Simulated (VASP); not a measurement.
Given:

```xyz
2
Lattice="0.0000 3.5132 3.5132 3.5132 0.0000 3.5132 3.5132 3.5132 0.0000" Properties=species:S:1:pos:R:3 pbc="T T T"
Rb     0.0000     0.0000     0.0000
Br     3.5132     3.5132     3.5132
```

These are PBE GGA, VASP's PBE PAW potentials (set 64) (plane waves; VASP) values and carry that method's errors. Numerical set-up: 520 eV cut-off, Gaussian smearing of 0.050 eV, potentials Rb_sv Br.

### Question
Give the energies of bands 6 to 11 at the high-symmetry points, in eV from the valence-band maximum.

### Answer

| band | Γ | X | U | L | W |
|---|---|---|---|---|---|
| 6 | 0.00 | -0.45 | -0.44 | -0.87 | -0.42 |
| 7 | 0.00 | -0.15 | -0.39 | -0.29 | -0.33 |
| 8 | 0.00 | -0.15 | -0.23 | -0.29 | -0.33 |
| 9 | 4.18 | 5.67 | 6.33 | 6.62 | 7.00 |
| 10 | 7.25 | 6.85 | 7.77 | 7.45 | 7.00 |
| 11 | 7.25 | 8.82 | 7.94 | 9.26 | 7.95 |

The gap is direct, 4.18 eV, from the valence maximum at Γ to the conduction minimum at Γ.

Measured: gap 7.20 eV (computed value off by -3.02 eV), as given by Aguado et al., (1998), arXiv:cond-mat/9809176.

The compound is RbBr in the rock salt structure. It was relaxed first, which changed the volume by +6 %.
